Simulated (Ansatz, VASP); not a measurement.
## ScCu: VASP beside Ansatz

```xyz
2
Lattice="3.2560 0.0000 0.0000 0.0000 3.2560 0.0000 0.0000 0.0000 3.2560" Properties=species:S:1:pos:R:3 pbc="T T T"
Sc    1.6280    1.6280    1.6280
Cu    0.0000    0.0000    0.0000
```

Alike in both runs: task relaxation of cell and atoms; functional LDA; k mesh 14 × 14 × 14; occupations gaussian, width 0.1 eV; no spin polarisation.

|  | VASP | Ansatz |
| --- | --- | --- |
| version | VASP 6.6.1 | Ansatz 0.2.0 |
| potentials or method | VASP PAW LDA potentials, release 64 (Sc_sv, Cu) | scalar-relativistic, plane waves, PAW |
| plane-wave cutoff (eV) | 600 | 420 |
| valence electrons in the cell | 22 | 30 |

|  | VASP | Ansatz | Ansatz less VASP |
| --- | --- | --- | --- |
| gap on the k mesh at the Fermi level, each at its own relaxed structure (eV) | none | none | - |
| relaxed volume (Å³/atom) | 15.97 | 15.88 | -0.083 |
| relaxed cell length with the largest relative difference (Å) | 3.173 | 3.167 | -0.0055 |
| energy change over the relaxation (meV/atom) | -30 | -35 | -4.7 |

A gap of «none» marks a metal or a gap that the smearing closes. The two sets of potentials don't hold the same shells in valence.

LDA usually gives volumes a few per cent too small. Zero-point motion and thermal expansion aren't in these numbers.
